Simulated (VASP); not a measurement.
```yaml
crystal:
  lattice:
    - [0.00000, 2.27431, 2.27431]
    - [2.27431, 0.00000, 2.27431]
    - [2.27431, 2.27431, 0.00000]
  atoms:
    - { symbol: Ga, position: [0.00000, 0.00000, 0.00000] }
    - { symbol: N, position: [0.25000, 0.25000, 0.25000] }
```

Calculation: vdW-DF-cx, VASP's PBE PAW potentials (set 64) (plane waves; VASP). Numerical set-up: 520 eV cut-off, 10×10×10 Γ-centred mesh, Gaussian smearing of 0.050 eV, potentials Ga_d N.

### Question
Estimate the energy per atom (σ→0), pressure, band gap (on the k-mesh) with the smallest direct gap where there is one.

### Answer

- band gap (on the k-mesh): 1.54 eV
- smallest direct gap (on the k-mesh): 1.54 eV
- energy per atom (σ→0): -376.7 kJ/mol of atoms
- pressure: -5.05 GPa

The absolute energy has meaning only against runs of the same code, potentials and settings.

The compound is GaN in the zinc blende structure, a metastable form; wurtzite is the usual one. This cell is one point of a volume scan, at 1.03 of the reference volume.
